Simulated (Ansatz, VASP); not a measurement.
# Cross-check of BiH3 between VASP and Ansatz

Wanted: the spread between two codes on one cell, functional and k mesh. The cell is generated by rule, not measured, and may not be a known phase. The cell is taken from a series of runs on this material, whose earlier steps may have relaxed, scaled, displaced or heated it; both programs get it as it stands.

Program: Ansatz 0.2.0. Level of theory: plane waves, with VASP 6.6.1 beside it; relaxation of cell and atoms at PBEsol. Results are calculated unless marked as measured.

The structure was built from a prototype and need not be the compound's stable phase.

**1. Set-up**

It takes space group Pm-3m (No. 221, cubic). The conventional cell has a = 4.164 Å, b = 4.164 Å, c = 4.164 Å, α = 90.00°, β = 90.00°, γ = 90.00°. Nearest to Bi lie 6 H at 2.08 Å. Nearest to H lie 2 Bi at 2.08 Å. Farther neighbours are not listed.

Structure file:

```cif
data_structure
_symmetry_space_group_name_H-M 'P 1'
_symmetry_Int_Tables_number 1
_cell_length_a 4.1641
_cell_length_b 4.1641
_cell_length_c 4.1641
_cell_angle_alpha 90.000
_cell_angle_beta 90.000
_cell_angle_gamma 90.000
_cell_volume 72.20
loop_
_atom_site_label
_atom_site_type_symbol
_atom_site_fract_x
_atom_site_fract_y
_atom_site_fract_z
_atom_site_occupancy
Bi1 Bi 0.00000 0.00000 0.00000 1
H2 H 0.50000 0.00000 0.00000 1
H3 H 0.00000 0.50000 0.00000 1
H4 H 0.00000 0.00000 0.50000 1
```

**2. VASP: relaxation of cell and atoms, PBEsol**

The relaxed volume is the usual yardstick between codes: in a stiff, nearly cubic crystal its relative difference is about their pressure difference at one cell divided by the bulk modulus.

Lines of VASP's logs that name or quote its potential files are left out, and so is its time.

File INCAR:

```
SYSTEM = BiH3
PREC = Accurate
ENCUT = 500
EDIFF = 1E-07
NELM = 120
ISMEAR = 0
SIGMA = 0.1
LREAL = .FALSE.
ALGO = Normal
GGA = PS
NBANDS = 15
LORBIT = 11
LWAVE = .FALSE.
LCHARG = .FALSE.
ISIF = 3
IBRION = 2
NSW = 80
EDIFFG = -0.005
LASPH = .TRUE.
GGA_COMPAT = .FALSE.
NELMIN = 4
KPAR = 2
```

File POSCAR:

```
BiH3
1.0
    4.1640590000      0.0000000000      0.0000000000
    0.0000000000      4.1640590000      0.0000000000
    0.0000000000      0.0000000000      4.1640590000
Bi H
1 3
Direct
    0.0000000000      0.0000000000      0.0000000000
    0.5000001201      0.0000000000      0.0000000000
    0.0000000000      0.5000001201      0.0000000000
    0.0000000000      0.0000000000      0.5000001201
```

File KPOINTS:

```
Automatic mesh
0
Gamma
10 10 10
0 0 0
```

PAW data sets: Bi_d and H (PBE family, release 64).

Started as:

```
$ mpirun -np 2 vasp_std
```

Numbers of over 12 decimals in the logs are rounded to 6 here.

The log of the run:

```text
[banner, memory and clock lines left out]
running    2 mpi-ranks, on    1 nodes
 distrk:  each k-point on    1 cores,    2 groups
 distr:  one band on    1 cores,    1 groups

 POSCAR found type information on POSCAR BiH
 POSCAR found :  2 types and       4 ions
|                                                                             |
|               ----> ADVICE to this user running VASP <----                  |
|                                                                             |
|     You enforced a specific xc type in the INCAR file but a different       |
|     [... a line on the potential file left out ...]
|     I HOPE YOU KNOW WHAT YOU ARE DOING!                                     |
|                                                                             |

 LDA part: xc-table for (Slater+PW92), standard interpolation
 POSCAR, INCAR and KPOINTS ok, starting setup
 FFT: planning ... GRIDC
 FFT: planning ... GRID_SOFT
 FFT: planning ... GRID
 WAVECAR not read
 entering main loop
       N       E                     dE             d eps       ncg     rms          rms(c)
DAV:   1     0.124717950746E+03    0.12472E+03   -0.87822E+03  1680   0.110E+03
DAV:   2    -0.409629720196E+01   -0.12881E+03   -0.12570E+03  1925   0.304E+02
DAV:   3    -0.125809852577E+02   -0.84847E+01   -0.84642E+01  2135   0.883E+01
DAV:   4    -0.127836734797E+02   -0.20269E+00   -0.20265E+00  1991   0.159E+01
DAV:   5    -0.127924024765E+02   -0.87290E-02   -0.87288E-02  2412   0.285E+00    0.402E+00
DAV:   6    -0.123555036883E+02    0.43690E+00   -0.33438E-01  2344   0.511E+00    0.183E+00
DAV:   7    -0.122617523302E+02    0.93751E-01   -0.28339E-01  2009   0.325E+00    0.371E-01
DAV:   8    -0.122653538310E+02   -0.36015E-02   -0.35870E-02  1960   0.235E+00    0.131E-01
DAV:   9    -0.122652974573E+02    0.56374E-04   -0.39787E-03  2238   0.901E-01    0.660E-02
DAV:  10    -0.122658500045E+02   -0.55255E-03   -0.75351E-04  1778   0.164E-01    0.219E-02
DAV:  11    -0.122660505195E+02   -0.20052E-03   -0.33432E-04  1813   0.927E-02    0.154E-02
DAV:  12    -0.122660502246E+02    0.29491E-06   -0.15539E-05  2079   0.357E-02    0.623E-03
DAV:  13    -0.122660525983E+02   -0.23737E-05   -0.39662E-06  1914   0.927E-03    0.127E-03
DAV:  14    -0.122660530197E+02   -0.42136E-06   -0.11388E-06  1862   0.816E-03    0.755E-04
DAV:  15    -0.122660529966E+02    0.23081E-07   -0.26735E-08  1799   0.124E-03
   1 F= -.12266053E+02 E0= -.12264768E+02  d E =-.122661E+02
 curvature:   0.00 expect dE= 0.000E+00 dE for cont linesearch  0.000E+00
 trial: gam= 0.00000 g(F)=  0.000E+00 g(S)=  0.932E-04 ort = 0.000E+00 (trialstep = 0.100E+01)
 search vector abs. value=  0.932E-04
 bond charge predicted
       N       E                     dE             d eps       ncg     rms          rms(c)
DAV:   1    -0.122667297268E+02   -0.67671E-03   -0.16206E-02  2114   0.207E+00    0.128E-01
DAV:   2    -0.122662171565E+02    0.51257E-03   -0.89732E-04  2058   0.523E-01    0.535E-02
DAV:   3    -0.122661181451E+02    0.99011E-04   -0.43615E-04  2245   0.322E-01    0.635E-03
DAV:   4    -0.122661200253E+02   -0.18802E-05   -0.18896E-05  2079   0.479E-02    0.240E-03
DAV:   5    -0.122661205485E+02   -0.52323E-06   -0.30015E-06  2501   0.255E-02    0.305E-03
DAV:   6    -0.122661211096E+02   -0.56111E-06   -0.53073E-07  1827   0.932E-03    0.552E-04
DAV:   7    -0.122661211922E+02   -0.82611E-07   -0.39919E-08  1617   0.160E-03
   2 F= -.12266121E+02 E0= -.12264842E+02  d E =-.681956E-04
 trial-energy change:   -0.000068  1 .order   -0.000065   -0.000093   -0.000037
 step:   1.4287(harm=  1.6446)  dis= 0.00000  next Energy=   -12.266129 (dE=-0.763E-04)
 reached required accuracy - stopping structural energy minimisation
```

OUTCAR, selected parts (step 2):

```text
ion  position               nearest neighbor table
   1  0.000  0.000  0.000-   2 2.08   3 2.08   4 2.08   2 2.08   3 2.08   4 2.08
   2  0.500  0.000  0.000-   1 2.08   1 2.08
   3  0.000  0.500  0.000-   1 2.08   1 2.08
   4  0.000  0.000  0.500-   1 2.08   1 2.08

  LATTYP: Found a simple cubic cell.
 ALAT       =     4.1640590000

 Subroutine GETGRP returns: Found 48 space group operations
 (whereof 48 operations were pure point group operations)

The static configuration has the point symmetry O_h .

 Found     56 irreducible k-points:

   k-points           NKPTS =     56   k-points in BZ     NKDIM =     56   number of bands    NBANDS=     15

   dimension x,y,z NGX =    30 NGY =   30 NGZ =   30
   dimension x,y,z NGXF=    60 NGYF=   60 NGZF=   60

   ENCUT  =  500.0 eV  36.75 Ry    6.06 a.u.   7.59  7.59  7.59*2*pi/ulx,y,z

   NELECT =      18.0000    total number of electrons

 k-points in reciprocal lattice and weights: Automatic mesh
   0.00000000  0.00000000  0.00000000       0.001
   0.10000000  0.00000000  0.00000000       0.006
   0.20000000  0.00000000  0.00000000       0.006
   0.30000000  0.00000000  0.00000000       0.006
   0.40000000  0.00000000  0.00000000       0.006
   0.50000000  0.00000000  0.00000000       0.003
   0.10000000  0.10000000  0.00000000       0.012
   0.20000000  0.10000000  0.00000000       0.024
   0.30000000  0.10000000  0.00000000       0.024
[...]
0.50000000  0.50000000  0.40000000       0.006
   0.50000000  0.50000000  0.50000000       0.001

 average (electrostatic) potential at core
       1-109.0937       2 -34.3038       3 -34.3038       4 -34.3038

 E-fermi :   1.8367

 k-point     1 :       0.0000    0.0000    0.0000
  band No.  band energies     occupation
    ...
      7      -0.0139      2.00000
      8      -0.0139      2.00000
      9       1.7235      1.89038
     10       1.7235      1.89038
     11       1.7235      1.89038
     12       3.0590      0.00000
     13       9.1813      0.00000
     14      12.7608      0.00000
     15      12.7608      0.00000

 k-point     2 :       0.1000    0.0000    0.0000
  band No.  band energies     occupation
    ...
      6     -10.6822      2.00000
      7      -0.8107      2.00000
      8       0.0007      2.00000
      9       1.7662      1.68134
     10       1.7662      1.68134
     11       1.8851      0.49312
     12       3.9099      0.00000
     13       8.8550      0.00000
     14      12.1881      0.00000
     15      12.1892      0.00000

 k-point     3 :       0.2000    0.0000    0.0000
  band No.  band energies     occupation
    ...
      6     -10.5446      2.00000
      7      -2.0713      2.00000
      8       0.0398      2.00000
      9       1.8823      0.51906
     10       1.8823      0.51906
     11       2.0664      0.00116
     12       5.5672      0.00000
     13       8.2087      0.00000
     14      11.1444      0.00000
     15      11.1455      0.00000

  Total       -0.0198928     -0.0198928     -0.0198928      0.0000000      0.0000000      0.0000000
  in kB       -0.4422351     -0.4422351     -0.4422351      0.0000000      0.0000000      0.0000000
  external PRESSURE =      -0.4422351 kB  Pullay stress =       0.0000000 kB

  energy-cutoff  :      500.00
  volume of cell :       72.07
      direct lattice vectors                 reciprocal lattice vectors
     4.161510119 -0.000000000  0.000000000     0.240297385  0.000000000 -0.000000000
    -0.000000000  4.161510119  0.000000000     0.000000000  0.240297385 -0.000000000
     0.000000000  0.000000000  4.161510119    -0.000000000 -0.000000000  0.240297385

 POSITION                                       TOTAL-FORCE (eV/Angst)
 -----------------------------------------------------------------------------------
      0.00000      0.00000      0.00000        -0.000000      0.000000      0.000000
      2.08076     -0.00000      0.00000         0.000000     -0.000000      0.000000
     -0.00000      2.08076      0.00000         0.000000     -0.000000      0.000000
      0.00000      0.00000      2.08076        -0.000000     -0.000000      0.000000
 -----------------------------------------------------------------------------------
    total drift:                                0.000022      0.000022      0.000022

  FREE ENERGIE OF THE ION-ELECTRON SYSTEM (eV)
  ---------------------------------------------------
  free  energy   TOTEN  =       -12.2661211922 eV

  energy  without entropy=      -12.2635619852  energy(sigma->0) =      -12.26484159

 reached required accuracy - stopping structural energy minimisation

 total charge
# of ion       s       p       d       tot
------------------------------------------
    1        1.547   1.259   9.975  12.781
    2        0.489   0.008   0.000   0.497
    3        0.489   0.008   0.000   0.497
    4        0.489   0.008   0.000   0.497
--------------------------------------------------
tot          3.013   1.284   9.975  14.271

[... 3 further parts left out ...]
```

CONTCAR:

```
BiH3
   1.00000000000000
     4.1615101190233839   -0.0000000000000000    0.0000000000000000
    -0.0000000000000000    4.1615101190233839    0.0000000000000000
     0.0000000000000000    0.0000000000000000    4.1615101190233839
  Bi              H
     1     3
Direct
     0.0000000000000000    0.0000000000000000    0.0000000000000000
     0.5000001200999975    0.0000000000000000    0.0000000000000000
     0.0000000000000000    0.5000001200999975    0.0000000000000000
     0.0000000000000000    0.0000000000000000    0.5000001200999975
```

**3. Ansatz: relaxation of cell and atoms, PBEsol**

Ansatz runs on its default PAW (the set named soft_2) files.

The same cell, functional, mesh and smearing now go to Ansatz, which takes its cutoff from its data sets.

File input.yaml:

```yaml
crystal:
  lattice:
    - [4.1640590685, 0.0, 0.0]
    - [0.0, 4.1640590685, 0.0]
    - [0.0, 0.0, 4.1640590685]
  atoms:
    - { symbol: Bi, position: [0.0, 0.0, 0.0] }
    - { symbol: H, position: [0.5, 0.0, 0.0] }
    - { symbol: H, position: [0.0, 0.5, 0.0] }
    - { symbol: H, position: [0.0, 0.0, 0.5] }
kpoints:
  mp_grid: { grid: [10, 10, 10] }
hamiltonian:
  xc: pbesol
scf:
  occupations: { method: gaussian, width: 0.1 }
output:
  forces: true
  stress: true
  eigenvalues: true
relax:
  adjacent_minimum: "off"
  f_tol: 0.005
  max_steps: 80
  cell: { stress_tol: 0.05 }
```

Started as:

```
$ ansatz run input.yaml --threads 4 --pin off --max-ram 7168MiB --backend cpu --events-out ev --progress --plain --runs-dir out
```

The log of the run:

```text
Engine: ansatz 0.2.0, aarch64-unknown-linux-gnu
Pseudopotentials: kind: paw
Pseudopotential: Bi, paw, valence charge 15, recommended cutoff 420 eV (normal), Bi.paw.azcp
Pseudopotential: H, paw, valence charge 1, recommended cutoff 420 eV (normal), H.paw.azcp
Functional definition: PBEsol
  exchange = pbesol_x
  correlation = pbesol_c
Crystal: 4 atoms, lattice volume = 72.202 Å³
Basis set: ecut = 420 eV, 1365 PW (Γ), exchange–correlation on 60×60×60 points (8 copies of the dense FFT grid, shifted against one another)
Bands: 13, of which v1, the nominal top of the filled ones, is band 9 counted from 1 (8 counted from 0)
Symmetry: 48 space group operations
Space group: Pm-3m (ITA 221), of the structure as read, at distance tolerance 4.2e-5 Å
k-points: 56 of 1000
Non-local potential: Bi, projectors of the file, l = 0: 2, l = 1: 2, l = 2: 2, l = 3: 2
Non-local potential: H, projectors of the file, l = 0: 2, l = 1: 1
PAW form: soft (Blöchl's): semilocal exchange-correlation on the pseudo side does not see the compensation charge
PAW frozen core: Bi, regenerated for the run's functional, and the local potential with it (the file was generated under x = pbe(κ = 0.804, μ = 0.219515), c = pbe(β = 0.066725))
PAW one-centre angular grid: Bi, 590 points (default); XC on 64 Gauss nodes
PAW one-centre angular grid: H, 110 points (default); XC on 64 Gauss nodes
Initial density: superposition of atomic densities (neutral atoms: chi_scale 0, normalization atom), corrected by the library's trained network
Initial wavefunctions: pseudopotential atomic-orbital guess
Functional: x = pbesol(κ = 0.804, μ = 0.123457), c = pbesol(β = 0.046)
SCF iter   1: F=—  HF=-12287.019792 eV  |F-HF|=—  |Δ(HF+E_count)|=         —  Δρ=5.15e-3  dr2=1.45e-2  ethr=1.77e-3  ⟨swp⟩=6.0  Hψ=4355  notcnv=0
preconditioner: auto → none  [metal: Δε(μ)=0.073 eV  Ē_g=9.671 eV  σ=0.100 eV  W_gap=0.39  n_scr=18 (ndim 8)  ℏωp=12.4 eV  f_vac=0.180  D(μ)=0.51/eV (n_scr^D=0)  sad-step TF]
SCF iter   2: F=—  HF=-12287.018559 eV  |F-HF|=—  |Δ(HF+E_count)|=   1.23e-3  Δρ=2.51e-3  dr2=4.17e-3  ethr=8.06e-5  ⟨swp⟩=1.0  Hψ=1178  notcnv=0
SCF iter   3: F=—  HF=-12287.021948 eV  |F-HF|=—  |Δ(HF+E_count)|=   3.39e-3  Δρ=3.49e-4  dr2=1.30e-4  ethr=2.32e-5  ⟨swp⟩=2.0  Hψ=1113  notcnv=0
SCF iter   4: F=—  HF=-12287.022397 eV  |F-HF|=—  |Δ(HF+E_count)|=   4.49e-4  Δρ=1.83e-4  dr2=2.89e-5  ethr=7.25e-7  ⟨swp⟩=2.0  Hψ=1352  notcnv=0
SCF iter   5: F=—  HF=-12287.022387 eV  |F-HF|=—  |Δ(HF+E_count)|=   9.08e-6  Δρ=1.94e-5  dr2=3.74e-7  ethr=1.61e-7  ⟨swp⟩=2.0  Hψ=1232  notcnv=0
SCF iter   6: F=-12287.022391 eV  HF=-12287.022391 eV  |F-HF|=2.84e-9  |Δ(HF+E_count)|=   3.06e-6  Δρ=2.66e-6  dr2=8.42e-9  ethr=5.56e-10  ⟨swp⟩=8.3  Hψ=3995  notcnv=0
SCF 1 converged in 6 iterations: F = -12287.022391 eV  dr2 = 8.42e-9
  greatest PAW one-centre occupation: 0.989 electrons in one spin orbital (limit 2), on the Bi atom at site 0 (counted from 0), in its partial waves of l = 2
relax step   1: F+E_penalty+E_count = -12287.02239051 eV  Δ(F+E_penalty+E_count) = +0.000e0 eV  max|allowed force component| = 9.440e-31 eV/Å  Δτ_max = 0.0000 Å  P = -0.008 GPa  Ω = 72.202 Å³  (6 SCF iters, dr2 threshold 1.00e-7 eV, accepted)
Initial density: handed on by an earlier stage of this run
Initial wavefunctions: pseudopotential atomic-orbital guess (no wavefunctions were taken with the density)
iter 1 solved again at ethr=1.93e-7 eV; its pass at ethr=3.10e-3 eV (dr2=3.48e-5 eV) is discarded
SCF iter   1: F=—  HF=-12287.022390 eV  |F-HF|=—  |Δ(HF+E_count)|=         —  Δρ=2.56e-6  dr2=7.77e-9  ethr=1.93e-7  ⟨swp⟩=3.5  Hψ=6540  notcnv=0
eigensolver tolerance schedule: the retry pair's looser diagonalisation over-reported the residual by 4478.35 of it (diagonalisation noise at 0.39 of the residual, at the tolerance the schedule requests for it); recorded, not acted on — ethr = c·dr2/N_el stays at c = 1.0e-1
preconditioner: auto → none  [metal: Δε(μ)=0.073 eV  Ē_g=9.719 eV  σ=0.100 eV  W_gap=0.39  n_scr=18 (ndim 8)  ℏωp=12.4 eV  f_vac=0.202  D(μ)=0.51/eV (n_scr^D=0)]
SCF iter   2: F=—  HF=-12287.022391 eV  |F-HF|=—  |Δ(HF+E_count)|=   2.73e-7  Δρ=8.17e-7  dr2=2.36e-10  ethr=4.32e-11  ⟨swp⟩=2.8  Hψ=1494  notcnv=0
SCF iter   3: F=—  HF=-12287.022391 eV  |F-HF|=—  |Δ(HF+E_count)|=   2.84e-9  Δρ=3.71e-7  dr2=4.66e-11  ethr=1.00e-12  ⟨swp⟩=7.7  Hψ=3712  notcnv=0
SCF iter   4: F=-12287.022391 eV  HF=-12287.022391 eV  |F-HF|=1.64e-11  |Δ(HF+E_count)|=   1.19e-9  Δρ=3.00e-8  dr2=5.75e-13  ethr=1.00e-12  ⟨swp⟩=5.5  Hψ=2604  notcnv=0
SCF 2 converged in 4 iterations: F = -12287.022391 eV  dr2 = 5.75e-13
relax step   2: F+E_penalty+E_count = -12287.02239052 eV  Δ(F+E_penalty+E_count) = -5.424e-9 eV  max|allowed force component| = 5.634e-31 eV/Å  Δτ_max = 0.0000 Å  P = -0.008 GPa  Ω = 72.202 Å³  stress off target by 7.60e-3 GPa  SCF on the basis re-selected at this cell (its energy is not comparable with the rows above)  (4 SCF iters)
basis re-selected at this cell: Δ(F+E_penalty+E_count) = -5.424e-9 eV, ΔP = +0.000 GPa vs the last step (what re-selecting the basis moved, of the pressure what is left beyond the Pulay correction that the steps carried, after the strain that the cell walked since its last selection, with what the two solves' SCF thresholds leave and, on support functions, any second-order correction that the steps lacked; it is no m [...]
SCF converged after 4 iterations
Free energy (F): -12287.022391 eV
Harris-Foulkes:  -12287.022391 eV  (|F-HF|=1.64e-11)
Internal energy: -12287.019825 eV  (E = F + TS)
E sigma→0 (E₀):  -12287.021108 eV
Entropy (-TS):   -0.002566 eV (-0.641 meV/atom)
Fermi energy:    3.577190 eV
--- Per-component energies (eV) ---
  E_band       = -211.817599
  E_kinetic    = 339.758243
  E_local      = -2083.701154  (includes V_loc(G=0)·N_el)
  E_nonlocal   = 567.243640
  E_hartree    = 715.303902
  E_xc         = -175.090335
  E_vxc        = -176.381065  (∫ρ·V_xc dr)
  E_paw        = -10511.126261  (= ΣΔE_a)
  E_vpaw       = -289.341332  (= ΣTr[D̂ρ^β])
  E_aug_tail   = -0.003742  (compensation charges beyond the density's cutoff)
  E_ewald      = -1139.493871
  E_core_change = 0.089752  (= ΣΔE_core)
  E_smearing   = -0.002566  (= −TS)
  E_closure    = 0.000000  (closes the sum)
  Σ components = -12287.022391   (vs F -12287.022391, Δ=0.00e0)
--- Forces (eV/Å), atoms counted from 1 ---
  atom   1  Bi    -0.00000000     0.00000000     0.00000000
  atom   2  H      0.00000000    -0.00000000    -0.00000000
  atom   3  H      0.00000000     0.00000000     0.00000000
  atom   4  H      0.00000000    -0.00000000     0.00000000
  max |Σ_I F_I| component: 6.39e-31 eV/Å
--- Stress (GPa, compression-positive) ---
       -0.007600      -0.000000       0.000000
        0.000000      -0.007600      -0.000000
        0.000000      -0.000000      -0.007600
  P = ⅓ Tr σ = -0.0076 GPa (-0.076 kbar)
--- Band table (eV; the first three rows and the last of 56) ---
  k-point 0: bands = [... 5 lower, -8.9720, 1.7240, 1.7240, 3.4645, 3.4645, 3.4645, 4.8015, 10.9147]
  k-point 1: bands = [... 5 lower, -8.9228, 0.9300, 1.7384, 3.5070, 3.5070, 3.6255, 5.6496, 10.5892]
  k-point 2: bands = [... 5 lower, -8.7854, -0.3277, 1.7770, 3.6227, 3.6227, 3.8066, 7.3030, 9.9443]
  k-point 55: bands = [... 5 lower, -6.8664, -1.8891, -1.8891, -1.8891, 7.4157, 7.4157, 7.4157, 9.8733]
--- Relaxed structure (1 steps of the walk, 1 accepted, 1 SCFs on fresh bases) ---
  F+E_penalty+E_count = -12287.02239052 eV   max|allowed force component| = 5.634e-31 eV/Å   (the final SCF, on the basis selected at the relaxed cell)
  cell:  # Å, volume = 72.2022 Å³
    - [4.1640590685, 0.0, 0.0]
    - [0.0, 4.1640590685, 0.0]
    - [0.0, 0.0, 4.1640590685]
  atoms:
    - { symbol: Bi, position: [0.0, 0.0, 0.0] }
    - { symbol: H, position: [0.5, 0.0, 0.0] }
    - { symbol: H, position: [0.0, 0.5, 0.0] }
    - { symbol: H, position: [0.0, 0.0, 0.5] }
```

**4. Comparison**

Known differences besides the potentials themselves: the cutoff is 420 eV in Ansatz and 500 eV in VASP; Ansatz makes its cores anew for this functional, VASP keeps those of its PBE data sets; Ansatz adds a Pulay correction to the stress that steers its cell, VASP none. Total energies have different zeros and are not compared.

Both answers:

```csv
quantity,Ansatz,VASP,difference
volume (Å³),72.20,72.07,+0.18 %
"edge a after relaxation, in the typed setting (Å)",4.164,4.162,+0.06 %
```

**5. Summary of results**

```
difference in volume (relaxation of cell and atoms, PBEsol) : 0.18 %
```

In words: The difference in volume is 0.18 % (relaxation of cell and atoms, PBEsol), within the 1.2 % picked in this series as the mark of a large difference, as far as the stopping tolerances let one tell. How closely two codes agree says nothing of how well the functional describes the real material.

[Lines on the potential files, build, host, timing and source positions are cut from VASP's logs without a mark.]

[Logs are printed without paths, hosts, clocks, repeated set-up lines and the standing remarks that a program may print on its own settings, such as how far it seeks lower states.]

[Hosts, paths, dates, database ids (printed as entryN), source tags and the programs' standing remarks are cut or masked in the printed files.]
